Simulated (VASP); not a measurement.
Method: PBE GGA, VASP's PBE PAW potentials (set 64) (plane waves; VASP 6.6.1).

VASP input:

**INCAR**
```
SYSTEM=Ga31As31Se
PREC=Normal; ENCUT=400; LREAL=Auto
LASPH=.TRUE.; ISYM=0
EDIFF=1E-6; NELM=100; NELMIN=4
ALGO=Fast; LMAXMIX=4
ISMEAR=0; SIGMA=0.05
GGA=PE
ISPIN=2; MAGMOM=63*0.0317; NUPDOWN=2
LWAVE=.FALSE.; LCHARG=.FALSE.; LORBIT=11
LHYPERFINE=.TRUE.
```

File KPOINTS:
```
K-points
0
gamma
  1 1 1
```

File POSCAR:
```
Ga31As31Se
1
   11.5222104216     0.0000000000     0.0000000000
    0.0000000000    11.5222104216     0.0000000000
    0.0000000000     0.0000000000    11.5222104216
Ga As Se
31 31 1
Direct
  0.5031860652   0.0033966729   0.0034176162
  0.7441850340   0.2455176287   0.0039232279
  0.7442199995   0.0036672158   0.2454434570
  0.9993993723   0.0005998240   0.0006007104
  0.2533780279   0.2531453916   0.0033463788
  0.4956157622   0.4941788766   0.0038044490
  0.7491318672   0.7491454338   0.0010901796
  0.2534731022   0.0033211795   0.2529074759
  0.7525400877   0.5023857048   0.2507622959
  0.4954731008   0.0038919577   0.4938259301
  0.7525113643   0.2508004423   0.5023739702
  0.7489702464   0.0009824830   0.7491449993
  0.9993189797   0.4989484197   0.0011929450
  0.2507001717   0.7491724722   0.0005190163
  0.0008406872   0.2492500756   0.2494388236
  0.2538568884   0.4939622504   0.2453800801
  0.4993606165   0.7507651706   0.2492778695
  0.9992345768   0.0010294119   0.4989200237
  0.2539163083   0.2454648708   0.4938551457
  0.5011221005   0.5024152427   0.5025194387
  0.7496223020   0.7515743557   0.4993982612
  0.2505816707   0.0004504680   0.7494514814
  0.4994318690   0.2492735790   0.7507522538
  0.7496135752   0.4995047472   0.7514755308
  0.0012778309   0.7511425564   0.2498056799
  0.0015549205   0.4994616392   0.4994457471
  0.2510949459   0.7491754388   0.4989064786
  0.0014016786   0.2498365886   0.7510571233
  0.2510741472   0.4988749956   0.7491969437
  0.5000026817   0.7512629734   0.7510536583
  0.0006021427   0.7505466149   0.7505742239
  0.6132431810   0.1329118109   0.1330033058
  0.8727055376   0.3726983122   0.1252482074
  0.8725783906   0.1250593895   0.3726686096
  0.1253136069   0.1244466373   0.1243515082
  0.3831262393   0.3630795108   0.1330392001
  0.6228599834   0.6225975358   0.1251861850
  0.8739966472   0.8751013216   0.1247767402
  0.3832288170   0.1332943564   0.3625699575
  0.8761854693   0.6261162882   0.3754357012
  0.6227711422   0.1249832249   0.6224420714
  0.8762022685   0.3755158990   0.6260531678
  0.8739706547   0.1247131554   0.8749749223
  0.1251766969   0.6239524685   0.1247441412
  0.3744796356   0.8752361261   0.1243117649
  0.1257041358   0.3742845289   0.3742259049
  0.3752368628   0.6225049167   0.3727319999
  0.6243308952   0.8758048104   0.3741348392
  0.1251629133   0.1245613048   0.6237956568
  0.3751630246   0.3727416622   0.6225627856
  0.6257505128   0.6262350394   0.6260523700
  0.8747429851   0.8750844162   0.6246704225
  0.3744424045   0.1243879680   0.8753301039
  0.6243514553   0.3743183411   0.8757078222
  0.8748201322   0.6246579077   0.8751242981
  0.1252374300   0.8752824063   0.3748944049
  0.1250648717   0.6246481266   0.6247246406
  0.3747292097   0.8751549700   0.6238222306
  0.1252626432   0.3749383924   0.8753077662
  0.3747720331   0.6239361081   0.8749599957
  0.6250095266   0.8752230330   0.8753044792
  0.1251096614   0.8749755641   0.8751621961
  0.6251519093   0.3750277862   0.3749571865
```

POTCAR, in this order: Ga As Se (PBE.64 set). Program: vasp_gam. Read from the step before: WAVECAR.

The resulting files:

File OUTCAR:
```
 ion  position               nearest neighbor table
   1  0.503  0.003  0.003-  32 2.46  45 2.51  53 2.51  61 2.52
   2  0.744  0.246  0.004-  32 2.48  54 2.51  33 2.51  43 2.53
   3  0.744  0.004  0.245-  32 2.48  48 2.51  34 2.51  38 2.52
   4  0.999  0.001  0.001-  35 2.48  38 2.50  43 2.50  62 2.51
   5  0.253  0.253  0.003-  36 2.46  35 2.51  53 2.51  59 2.51
   6  0.496  0.494  0.004-  36 2.49  54 2.51  37 2.51  60 2.53
   7  0.749  0.749  0.001-  38 2.49  61 2.50  55 2.50  37 2.51
   8  0.253  0.003  0.253-  39 2.46  45 2.51  35 2.51  56 2.52
   9  0.753  0.502  0.251-  40 2.48  33 2.50  37 2.50  63 2.52
  10  0.495  0.004  0.494-  39 2.49  48 2.51  41 2.51  58 2.53
  11  0.753  0.251  0.502-  42 2.48  34 2.50  41 2.50  63 2.52
  12  0.749  0.001  0.749-  43 2.49  61 2.50  52 2.50  41 2.51
  13  0.999  0.499  0.001-  44 2.49  59 2.50  55 2.50  33 2.51
  14  0.251  0.749  0.001-  45 2.49  60 2.49  44 2.49  62 2.51
  15  0.001  0.249  0.249-  35 2.49  46 2.49  34 2.50  33 2.50
  16  0.254  0.494  0.245-  36 2.48  46 2.51  47 2.51  44 2.52
  17  0.499  0.751  0.249-  45 2.49  48 2.49  37 2.50  47 2.50
  18  0.999  0.001  0.499-  49 2.49  56 2.50  52 2.50  34 2.51
  19  0.254  0.245  0.494-  39 2.49  46 2.51  50 2.51  49 2.53
  20  0.501  0.502  0.503-  51 2.47  50 2.50  47 2.50  63 2.52
  21  0.750  0.752  0.499-  52 2.49  48 2.49  51 2.50  40 2.50
  22  0.251  0.000  0.749-  53 2.49  58 2.50  49 2.50  62 2.51
  23  0.499  0.249  0.751-  53 2.49  54 2.49  50 2.50  41 2.50
  24  0.750  0.500  0.751-  55 2.49  54 2.49  42 2.50  51 2.50
  25  0.001  0.751  0.250-  56 2.48  40 2.50  44 2.50  38 2.50
  26  0.002  0.499  0.499-  57 2.49  46 2.49  42 2.50  40 2.50
  27  0.251  0.749  0.499-  58 2.49  56 2.50  57 2.50  47 2.51
  28  0.001  0.250  0.751-  59 2.48  42 2.50  49 2.50  43 2.50
  29  0.251  0.499  0.749-  60 2.49  59 2.50  57 2.50  50 2.51
  30  0.500  0.751  0.751-  61 2.48  51 2.50  58 2.50  60 2.50
  31  0.001  0.751  0.751-  62 2.48  57 2.50  55 2.50  52 2.50
  32  0.613  0.133  0.133-   1 2.46   2 2.48   3 2.48
  33  0.873  0.373  0.125-   9 2.50  15 2.50  13 2.51   2 2.51
  34  0.873  0.125  0.373-  11 2.50  15 2.50  18 2.51   3 2.51
  35  0.125  0.124  0.124-   4 2.48  15 2.49   5 2.51   8 2.51
  36  0.383  0.363  0.133-   5 2.46  16 2.48   6 2.49
  37  0.623  0.623  0.125-   9 2.50  17 2.50   7 2.51   6 2.51
  38  0.874  0.875  0.125-   7 2.49   4 2.50  25 2.50   3 2.52
  39  0.383  0.133  0.363-   8 2.46  19 2.49  10 2.49
  40  0.876  0.626  0.375-   9 2.48  25 2.50  21 2.50  26 2.50
  41  0.623  0.125  0.622-  11 2.50  23 2.50  12 2.51  10 2.51
  42  0.876  0.376  0.626-  11 2.48  28 2.50  26 2.50  24 2.50
  43  0.874  0.125  0.875-  12 2.49   4 2.50  28 2.50   2 2.53
  44  0.125  0.624  0.125-  13 2.49  14 2.49  25 2.50  16 2.52
  45  0.374  0.875  0.124-  14 2.49  17 2.49   8 2.51   1 2.51
  46  0.126  0.374  0.374-  26 2.49  15 2.49  19 2.51  16 2.51
  47  0.375  0.623  0.373-  17 2.50  20 2.50  27 2.51  16 2.51
  48  0.624  0.876  0.374-  21 2.49  17 2.49   3 2.51  10 2.51
  49  0.125  0.125  0.624-  18 2.49  22 2.50  28 2.50  19 2.53
  50  0.375  0.373  0.623-  20 2.50  23 2.50  29 2.51  19 2.51
  51  0.626  0.626  0.626-  20 2.47  30 2.50  21 2.50  24 2.50
  52  0.875  0.875  0.625-  21 2.49  12 2.50  18 2.50  31 2.50
  53  0.374  0.124  0.875-  22 2.49  23 2.49   1 2.51   5 2.51
  54  0.624  0.374  0.876-  24 2.49  23 2.49   6 2.51   2 2.51
  55  0.875  0.625  0.875-  24 2.49   7 2.50  31 2.50  13 2.50
  56  0.125  0.875  0.375-  25 2.48  18 2.50  27 2.50   8 2.52
  57  0.125  0.625  0.625-  26 2.49  31 2.50  29 2.50  27 2.50
  58  0.375  0.875  0.624-  27 2.49  22 2.50  30 2.50  10 2.53
  59  0.125  0.375  0.875-  28 2.48  13 2.50  29 2.50   5 2.51
  60  0.375  0.624  0.875-  29 2.49  14 2.49  30 2.50   6 2.53
  61  0.625  0.875  0.875-  30 2.48  12 2.50   7 2.50   1 2.52
  62  0.125  0.875  0.875-  31 2.48  22 2.51  14 2.51   4 2.51
  63  0.625  0.375  0.375-   9 2.52  20 2.52  11 2.52
 Subroutine IBZKPT returns following result:
 Found      1 irreducible k-points:

 Following reciprocal coordinates:
            Coordinates               Weight
  0.000000  0.000000  0.000000      1.000000
   k-points           NKPTS =      1   k-points in BZ     NKDIM =      1   number of bands    NBANDS=    160
   number of dos      NEDOS =    301   number of ions     NIONS =     63
   total plane-waves  NPLWV = 175616
   dimension x,y,z NGX =    56 NGY =   56 NGZ =   56
   dimension x,y,z NGXF=   112 NGYF=  112 NGZF=  112
...
```

File OSZICAR:
```
       N       E                     dE             d eps       ncg     rms          rms(c)
DAV:   1    -0.253694521268E+03   -0.25369E+03   -0.91996E-06   720   0.601E-03    0.289E-03
RMM:   2    -0.253694520770E+03    0.49776E-06   -0.19541E-06   438   0.247E-03    0.128E-03
RMM:   3    -0.253694520623E+03    0.14734E-06   -0.80334E-07   444   0.121E-03    0.628E-04
RMM:   4    -0.253694520629E+03   -0.56625E-08   -0.21502E-07   229   0.622E-04
   1 F= -.25369452E+03 E0= -.25369241E+03  d E =-.421136E-02  mag=     2.0000
```

File OUTCAR:
```
------------------------ aborting loop because EDIFF is reached ----------------------------------------
  FORCE on cell =-STRESS in cart. coord.  units (eV):
  Direction    XX          YY          ZZ          XY          YZ          ZX
  --------------------------------------------------------------------------------------
  Total       -1.8812409     -1.9011368     -1.9571222      2.0668797      2.1099320      2.0274113
  in kB       -1.9703691     -1.9912076     -2.0498454      2.1648030      2.2098949      2.1234646
  external PRESSURE =      -2.0038074 kB  Pullay stress =       0.0000000 kB
  volume of cell :     1529.70
      direct lattice vectors                 reciprocal lattice vectors
    11.522210422  0.000000000  0.000000000     0.086788903  0.000000000  0.000000000
     0.000000000 11.522210422  0.000000000     0.000000000  0.086788903  0.000000000
     0.000000000  0.000000000 11.522210422     0.000000000  0.000000000  0.086788903
 POSITION                                       TOTAL-FORCE (eV/Angst)
 -----------------------------------------------------------------------------------
      5.79782      0.03914      0.03938        -0.007127     -0.001500     -0.004713
      8.57466      2.82891      0.04520         0.002076     -0.003169     -0.014524
      8.57506      0.04225      2.82805        -0.003852      0.002514     -0.005781
     11.51529      0.00691      0.00692         0.002730      0.001739     -0.005558
      2.91947      2.91679      0.03856         0.008401     -0.007307      0.003016
      5.71059      5.69403      0.04384        -0.004593     -0.001245     -0.005919
      8.63166      8.63181      0.01256         0.002541     -0.005592     -0.000146
      2.92057      0.03827      2.91405         0.000698      0.005118     -0.003174
      8.67093      5.78859      2.88934         0.010037      0.013142     -0.002467
      5.70895      0.04484      5.68997        -0.006156      0.003840      0.003740
      8.67059      2.88978      5.78846         0.007652     -0.008829      0.010923
      8.62979      0.01132      8.63181         0.009491      0.004685     -0.003759
     11.51436      5.74899      0.01375        -0.010980      0.006591      0.002212
      2.88862      8.63212      0.00598        -0.003444      0.018207     -0.004643
      0.00969      2.87191      2.87409        -0.004790     -0.003508     -0.003898
      2.92499      5.69154      2.82732         0.000328      0.009920      0.009118
      5.75374      8.65047      2.87223        -0.000648     -0.007275      0.003557
     11.51339      0.01186      5.74866        -0.012901      0.001838      0.002909
      2.92568      2.82830      5.69030        -0.001103     -0.005177      0.007981
      5.77403      5.78893      5.79013        -0.010349      0.013456      0.007445
      8.63731      8.65980      5.75417         0.007003      0.005423     -0.000437
      2.88725      0.00519      8.63534         0.002454      0.001532      0.003489
      5.75456      2.87218      8.65033        -0.002049     -0.004520     -0.006555
      8.63721      5.75540      8.65866         0.009384      0.006336      0.005148
      0.01472      8.65482      2.87831         0.003367      0.005942      0.006225
      0.01792      5.75490      5.75472        -0.000166      0.013383      0.008510
      2.89317      8.63216      5.74851         0.002731     -0.012306      0.005148
      0.01615      2.87867      8.65384        -0.001945      0.000666      0.001562
      2.89293      5.74814      8.63240         0.003681      0.008222     -0.010103
      5.76114      8.65621      8.65380         0.001768      0.005397      0.001424
      0.00694      8.64796      8.64827         0.005320      0.004586      0.003617
      7.06592      1.53144      1.53249         0.002826      0.007102      0.005115
     10.05550      4.29431      1.44314         0.007502      0.004553     -0.004217
     10.05403      1.44096      4.29397         0.007324      0.001429      0.008344
      1.44389      1.43390      1.43280        -0.010457     -0.005905      0.000752
      4.41446      4.18348      1.53291         0.004127     -0.001961     -0.003244
      7.17672      7.17370      1.44242         0.003993      0.007919     -0.004516
     10.07037     10.08310      1.43770         0.000104     -0.017555     -0.018006
      4.41564      1.53585      4.17761         0.001913     -0.007004      0.019727
     10.09559      7.21424      4.32585         0.001442      0.001244      0.020986
      7.17570      1.44008      7.17191        -0.001680      0.010750      0.009837
     10.09579      4.32677      7.21352        -0.000582      0.013283      0.005909
     10.07007      1.43697     10.08165        -0.003364     -0.004227     -0.005838
      1.44231      7.18931      1.43733        -0.010990     -0.009468     -0.009512
      4.31483     10.08465      1.43235        -0.006072     -0.013362     -0.001748
      1.44839      4.31259      4.31191        -0.002183     -0.004999     -0.000449
      4.32356      7.17263      4.29470        -0.002544      0.005085      0.003711
      7.19367     10.09121      4.31086        -0.007426     -0.022660      0.008201
      1.44215      1.43522      7.18750        -0.002209      0.006188     -0.001328
      4.32271      4.29481      7.17330         0.005412     -0.001634      0.002342
      7.21003      7.21561      7.21351         0.009389     -0.003474      0.009914
     10.07897     10.08291      7.19758         0.003837     -0.002779      0.003322
      4.31440      1.43322     10.08574        -0.003279     -0.001212     -0.015082
      7.19391      4.31297     10.09009        -0.003878     -0.009288     -0.007315
     10.07986      7.19744     10.08337        -0.002112      0.000359     -0.001858
      1.44301     10.08519      4.31961         0.010950     -0.003452      0.008834
      1.44102      7.19733      7.19821         0.006009      0.005089     -0.004581
      4.31771     10.08372      7.18781        -0.004244     -0.014271     -0.007049
      1.44330      4.32012     10.08548         0.001518      0.010538     -0.007460
      4.31820      7.18912     10.08147        -0.000457     -0.007860     -0.011188
      7.20149     10.08450     10.08544         0.010282     -0.000204     -0.003481
      1.44154     10.08165     10.08380        -0.004174      0.002015     -0.005497
      7.20313      4.32115      4.32034        -0.020536     -0.016349     -0.008971
 -----------------------------------------------------------------------------------
    total drift:                                0.133973      0.131144      0.157072
  FREE ENERGIE OF THE ION-ELECTRON SYSTEM (eV)
  ---------------------------------------------------
  free  energy   TOTEN  =      -253.6945206286 eV

  energy  without entropy=     -253.6903092690  energy(sigma->0) =     -253.69241495

 total charge

# of ion       s       p       d       tot
------------------------------------------
    1        1.068   1.128   0.121   2.318
    2        1.069   1.113   0.120   2.302
    3        1.069   1.116   0.120   2.305
    4        1.064   1.135   0.124   2.323
    5        1.068   1.128   0.121   2.317
    6        1.069   1.113   0.120   2.302
    7        1.063   1.128   0.122   2.313
    8        1.068   1.127   0.121   2.316
    9        1.061   1.099   0.128   2.287
   10        1.069   1.113   0.120   2.301
   11        1.060   1.098   0.128   2.286
   12        1.063   1.128   0.122   2.313
   13        1.063   1.128   0.122   2.313
   14        1.064   1.136   0.124   2.324
   15        1.061   1.139   0.125   2.325
   16        1.069   1.114   0.120   2.303
   17        1.061   1.138   0.125   2.324
   18        1.063   1.129   0.122   2.314
   19        1.069   1.112   0.119   2.301
   20        1.060   1.097   0.128   2.285
   21        1.064   1.133   0.124   2.321
...
```
(Selected blocks of OUTCAR.)

The supercell is sampled at Γ alone, which is coarse: total energies, pressure and levels can be off, energies of defects by several tenths of an eV.

The cell is a supercell with a defect, built from GaAs (zinc blende): Se_As-vac_Ga.
